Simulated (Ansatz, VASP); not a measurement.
# Cross-check of LiRe2 (LiRe2 in the C11b ordering) between VASP and Ansatz, part 2 of 2

Aim: how closely do two programs agree when they are given the same cell, functional and k mesh? The cell is generated by rule, not measured, and may not be a known phase. Of the first pair: The cell is taken from a series of runs on this material, whose earlier steps may have relaxed, scaled, displaced or heated it; both programs get it as it stands.

VASP 6.6.1 and Ansatz 0.2.0.

So far: The structure; VASP: relaxation of cell and atoms, PBE, pair 1; Ansatz: relaxation of cell and atoms, PBE, pair 1; Side by side.

## (5) VASP: relaxation of cell and atoms, PBE, pair 2

Level of this step: PBE; plane waves and PAW (Li_sv, Re); invented cell (VASP).

The relaxed volume is the usual yardstick between codes: in a stiff, nearly cubic crystal its relative difference is about their pressure difference at one cell divided by the bulk modulus. Its start cell is another than that of the pair before, and may be another structure of the material.

Contents of INCAR:

```
SYSTEM = LiRe2
PREC = Accurate
ENCUT = 750
EDIFF = 1E-07
NELM = 120
ISMEAR = 0
SIGMA = 0.1
LREAL = .FALSE.
ALGO = Normal
GGA = PE
NBANDS = 14
LASPH = .TRUE.
LORBIT = 11
LWAVE = .FALSE.
LCHARG = .FALSE.
ISIF = 3
IBRION = 2
NSW = 80
EDIFFG = -0.005
GGA_COMPAT = .FALSE.
NELMIN = 4
```

Contents of POSCAR:

```
LiRe2
1.0
    3.1197676154      0.0000000000     -0.0000018544
    0.0000000000      3.1197676154     -0.0000018544
    1.5598856109      1.5598856109      4.2829948064
Li Re
1 2
Direct
    0.0000000000      0.0000000000      0.0000000000
    0.6739486043      0.6739486043      0.6521032015
    0.3260516020      0.3260516020      0.3478970048
```

Contents of KPOINTS:

```
Automatic mesh
0
Gamma
6 6 6
0 0 0
```

Potentials, in the order of the species: Li_sv and Re (PBE family, release 64).

Command:

```bash
mpirun -np 1 vasp_std
```

Numbers of over 12 decimals in the logs are rounded to 6 here.

The log of the run:

```text
[... set-up lines as in an earlier step ...]
 entering main loop
       N       E                     dE             d eps       ncg     rms          rms(c)
DAV:   1     0.543160989274E+02    0.54316E+02   -0.88386E+03  1672   0.177E+03
DAV:   2    -0.232935785125E+02   -0.77610E+02   -0.69462E+02  1484   0.375E+02
DAV:   3    -0.277183436901E+02   -0.44248E+01   -0.41310E+01  1560   0.808E+01
DAV:   4    -0.279507240996E+02   -0.23238E+00   -0.22946E+00  1232   0.135E+01
[...]
DAV:  12    -0.259845057738E+02   -0.62973E-06   -0.12348E-06  1392   0.260E-02    0.654E-03
DAV:  13    -0.259845053766E+02    0.39719E-06   -0.61970E-08   802   0.639E-03    0.742E-04
DAV:  14    -0.259845053572E+02    0.19409E-07   -0.22519E-08   480   0.399E-03
   1 F= -.25984505E+02 E0= -.25979007E+02  d E =-.259845E+02
[...]
2 F= -.25984489E+02 E0= -.25978985E+02  d E =0.167338E-04
[...]
3 F= -.25984510E+02 E0= -.25979010E+02  d E =-.455776E-05
[...]
4 F= -.25984509E+02 E0= -.25979010E+02  d E =-.365723E-05
[...]
reached required accuracy - stopping structural energy minimisation
```

From OUTCAR (step 5):

```text
  Total       -0.0053383     -0.0053383     -0.0112425     -0.0000000     -0.0000000     -0.0000000
  in kB       -0.2052089     -0.2052089     -0.4321727     -0.0000000     -0.0000001     -0.0000001
  external PRESSURE =      -0.2808635 kB  Pullay stress =       0.0000000 kB

 POSITION                                       TOTAL-FORCE (eV/Angst)
 -----------------------------------------------------------------------------------
      0.00000      0.00000      0.00000         0.000000     -0.000000     -0.000000
      3.11960      3.11960      2.79271        -0.000000     -0.000000     -0.002222
      1.55980      1.55980      1.48999         0.000000      0.000000      0.002222
 -----------------------------------------------------------------------------------
    total drift:                               -0.000037     -0.000037     -0.000070

  FREE ENERGIE OF THE ION-ELECTRON SYSTEM (eV)
  ---------------------------------------------------
  free  energy   TOTEN  =       -25.9845090145 eV

  energy  without entropy=      -25.9735109635  energy(sigma->0) =      -25.97900999

[... 1 part as in an earlier step ...]

[... 3 further parts left out ...]
[key lines of the parts left out:]
E-fermi :   5.8057
```

## (6) Ansatz: relaxation of cell and atoms, PBE, pair 2

Its own start cell and the same functional, mesh and smearing now go to Ansatz, which takes its cutoff from its data sets.

The two relaxations start from unlike cells of this crystal (the structure described is Ansatz's start), so only their ends are compared.

Contents of input.yaml:

```yaml
crystal:
  lattice:
    - [3.23239, 0.0, 0.0]
    - [0.0, 3.23239, 0.0]
    - [1.6162, 1.6162, 4.84859]
  atoms:
    - { symbol: Li, position: [0.0, 0.0, 0.0] }
    - { symbol: Re, position: [0.66666667, 0.66666667, 0.66666667] }
    - { symbol: Re, position: [0.33333333, 0.33333333, 0.33333333] }
kpoints:
  mp_grid: { grid: [6, 6, 6] }
hamiltonian:
  xc: pbe
  pseudopotentials: { kind: paw, azcp: { folder: soft_1 } }
scf:
  occupations: { method: gaussian, width: 0.1 }
output:
  forces: true
  stress: true
  eigenvalues: true
relax:
  adjacent_minimum: "off"
  f_tol: 0.05
  max_steps: 80
  cell: { stress_tol: 0.5 }
```

Command:

```bash
ansatz run input.yaml --threads 4 --pin off --max-ram 12288MiB --backend cpu --events-out ev --progress --plain --runs-dir out
```

The log of the run:

```text
[...]
Crystal: 3 atoms, lattice volume = 50.660 Å³
Basis set: ecut = 420 eV, 989 PW (Γ), exchange–correlation on 48×48×72 points (8 copies of the dense FFT grid, shifted against one another)
Bands: 21, of which v1, the nominal top of the filled ones, is band 17 counted from 1 (16 counted from 0)
Symmetry: 16 space group operations
[...]
k-points: 30 of 216
[...]
cell:  # Å, volume = 41.6606 Å³
    - [3.124397, -4.153388595845481e-13, -1.610982440557382e-6]
    - [-4.153388595744206e-13, 3.124397, -1.6109824405377416e-6]
    - [1.562201, 1.562201, 4.267689]
  atoms:
    - { symbol: Li, position: [-2.0870330728913034e-19, -2.087064207843425e-19, 4.174087838532619e-19] }
    - { symbol: Re, position: [0.673172, 0.673172, 0.653656] }
    - { symbol: Re, position: [0.326828, 0.326828, 0.346344] }
[key lines of the parts left out:]
SCF converged after 6 iterations
Free energy (F): -21942.463236 eV
Fermi energy:    17.431400 eV
P = ⅓ Tr σ = 0.0694 GPa (0.694 kbar)
```

## (7) Comparison

What differs besides the data sets and the points named for the pairs above, as far as they apply: the data sets hold 33 valence electrons in Ansatz (on its PAW soft_1 files) and 17 in VASP. Total energies have different zeros and are not compared.

Compared:

```csv
quantity,Ansatz,VASP,difference
volume (Å³),41.66,41.68,-0.04 %
"edge a after relaxation, in the typed setting (Å)",3.124,3.120,+0.15 %
"edge c after relaxation, in the typed setting (Å)",4.806,4.817,-0.24 %
```

## (8) Ansatz: relaxation of cell and atoms, PBE, pair 3

The relaxed volume is the usual yardstick between codes: in a stiff, nearly cubic crystal its relative difference is about their pressure difference at one cell divided by the bulk modulus. Its start cell is another than that of the pair before, and may be another structure of the material.

The cell is taken from a series of runs on this material, whose earlier steps may have relaxed, scaled, displaced or heated it; both programs get it as it stands.

input.yaml, the sections that differ from step 6:

```yaml
crystal:
  lattice:
    - [3.1243973405, 0.0, -1.611e-06]
    - [0.0, 3.1243973405, -1.611e-06]
    - [1.5622008707, 1.5622008707, 4.2676894863]
  atoms:
    - { symbol: Li, position: [0.0, 0.0, 0.0] }
    - { symbol: Re, position: [0.6731718242, 0.6731718242, 0.6536563516] }
    - { symbol: Re, position: [0.3268281758, 0.3268281758, 0.3463436484] }
kpoints:
  mp_grid: { grid: [10, 10, 10] }
relax:
  adjacent_minimum: "off"
  f_tol: 0.005
  max_steps: 80
  cell: { stress_tol: 0.05 }
# hamiltonian, scf, output: as in step 6
```

The log of the run:

```text
[...]
Crystal: 3 atoms, lattice volume = 41.661 Å³
Basis set: ecut = 420 eV, 795 PW (Γ), exchange–correlation on 48×48×72 points (8 copies of the dense FFT grid, shifted against one another)
Bands: 21, of which v1, the nominal top of the filled ones, is band 17 counted from 1 (16 counted from 0)
Symmetry: 16 space group operations
[...]
k-points: 102 of 1000
[...]
--- Relaxed structure (4 steps of the walk, 4 accepted, 1 SCFs on fresh bases) ---
[...]
cell:  # Å, volume = 41.5916 Å³
    - [3.123221, -4.1516483532725713e-13, -1.6103736682847988e-6]
    - [-4.151648353273527e-13, 3.123221, -1.6103736682849818e-6]
    - [1.561613, 1.561613, 4.263830]
  atoms:
    - { symbol: Li, position: [0, 0, 0] }
    - { symbol: Re, position: [0.672985, 0.672985, 0.654029] }
    - { symbol: Re, position: [0.327015, 0.327015, 0.345971] }
[key lines of the parts left out:]
SCF converged after 7 iterations
Free energy (F): -21942.481286 eV
Fermi energy:    17.483128 eV
P = ⅓ Tr σ = 0.0078 GPa (0.078 kbar)
```

## (9) VASP: relaxation of cell and atoms, PBE, pair 3

The same cell, functional, mesh and smearing now go to VASP, with its own data sets.

INCAR is that of step 5.

Contents of POSCAR:

```
LiRe2
1.0
    3.1243970000      0.0000000000     -0.0000020000
    0.0000000000      3.1243970000     -0.0000020000
    1.5622010000      1.5622010000      4.2676890000
Li Re
1 2
Direct
    0.0000000000      0.0000000000      0.0000000000
    0.6731718627      0.6731718627      0.6536565089
    0.3268280202      0.3268280202      0.3463437254
```

Contents of KPOINTS:

```
Automatic mesh
0
Gamma
10 10 10
0 0 0
```

Command:

```bash
mpirun -np 1 vasp_std
```

The log of the run:

```text
[... set-up lines as in an earlier step ...]
 entering main loop
       N       E                     dE             d eps       ncg     rms          rms(c)
DAV:   1     0.547115321131E+02    0.54712E+02   -0.87030E+03  5588   0.177E+03
DAV:   2    -0.229304491025E+02   -0.77642E+02   -0.70214E+02  5042   0.386E+02
DAV:   3    -0.276978932357E+02   -0.47674E+01   -0.43697E+01  5042   0.810E+01
DAV:   4    -0.279736616111E+02   -0.27577E+00   -0.26704E+00  4254   0.145E+01
[...]
DAV:  12    -0.260014243582E+02   -0.13158E-05   -0.16603E-06  5258   0.280E-02    0.662E-03
DAV:  13    -0.260014241744E+02    0.18376E-06   -0.45646E-08  1958   0.836E-03    0.930E-04
DAV:  14    -0.260014241909E+02   -0.16446E-07   -0.28929E-08  1668   0.405E-03
   1 F= -.26001424E+02 E0= -.25995419E+02  d E =-.260014E+02
[... from here on, the cycles between the ionic steps are left out ...]
   2 F= -.25998530E+02 E0= -.25992862E+02  d E =0.289431E-02
   3 F= -.26002136E+02 E0= -.25996242E+02  d E =-.711682E-03
   4 F= -.26002136E+02 E0= -.25996239E+02  d E =-.711332E-03
   5 F= -.26002246E+02 E0= -.25996391E+02  d E =-.110305E-03
   6 F= -.26002345E+02 E0= -.25996596E+02  d E =-.209492E-03
   7 F= -.26002345E+02 E0= -.25996589E+02  d E =-.209818E-03
   8 F= -.26002350E+02 E0= -.25996571E+02  d E =-.463719E-05
   9 F= -.26002350E+02 E0= -.25996575E+02  d E =-.479232E-05
[...]
reached required accuracy - stopping structural energy minimisation
```

OUTCAR, selected parts (step 9):

```text
  Total       -0.0129403     -0.0129403     -0.0019809     -0.0000000      0.0000000      0.0000000
  in kB       -0.4982492     -0.4982492     -0.0762723     -0.0000000      0.0000003      0.0000003
  external PRESSURE =      -0.3575902 kB  Pullay stress =       0.0000000 kB

 POSITION                                       TOTAL-FORCE (eV/Angst)
 -----------------------------------------------------------------------------------
      0.00000      0.00000      0.00000        -0.000000      0.000000      0.000000
      3.11926      3.11926      2.79005        -0.000000     -0.000000     -0.001229
      1.55963      1.55963      1.48661         0.000000      0.000000      0.001229
 -----------------------------------------------------------------------------------
    total drift:                               -0.000000     -0.000000     -0.000079

  FREE ENERGIE OF THE ION-ELECTRON SYSTEM (eV)
  ---------------------------------------------------
  free  energy   TOTEN  =       -26.0023501327 eV

  energy  without entropy=      -25.9908001520  energy(sigma->0) =      -25.99657514

[... 2 parts as in an earlier step ...]

[... 2 further parts left out ...]
[key lines of the parts left out:]
E-fermi :   5.8607
```

## (10) Differences

What differs besides the data sets and the points named for the pairs above, as far as they apply: the data sets hold 33 valence electrons in Ansatz (on its PAW soft_1 files) and 17 in VASP. Total energies have different zeros and are not compared.

The two programs side by side:

```csv
quantity,Ansatz,VASP,difference
volume (Å³),41.59,41.61,-0.05 %
"edge a after relaxation, in the typed setting (Å)",3.123,3.119,+0.13 %
"edge c after relaxation, in the typed setting (Å)",4.802,4.812,-0.21 %
```

## (11) What came out

```
difference in edge c after relaxation, in the typed setting (relaxation of cell and atoms, PBE, pair 1) : -0.20 %
difference in edge c after relaxation, in the typed setting (relaxation of cell and atoms, PBE, pair 2) : -0.24 %
difference in edge c after relaxation, in the typed setting (relaxation of cell and atoms, PBE, pair 3) : -0.21 %
```

**Reading.** The difference in edge c after relaxation, in the typed setting is -0.24 % (relaxation of cell and atoms, PBE, pair 2), within the 1.2 % picked in this series as the mark of a large difference, as far as the stopping tolerances let one tell. The data sets hold unlike numbers of valence electrons (33 in Ansatz and 17 in VASP), so part of the differences comes from the potentials. Such differences can come from data sets, numerical settings and the points named under the comparisons, not from the functional's error against experiment.

[Lines on the potential files, build, host, timing and source positions are cut from VASP's logs without a mark.]

[Logs are printed without paths, hosts, clocks, repeated set-up lines and the standing remarks that a program may print on its own settings, such as how far it seeks lower states.]

[Hosts, paths, dates, database ids (printed as entryN), source tags and the programs' standing remarks are cut or masked in the printed files.]
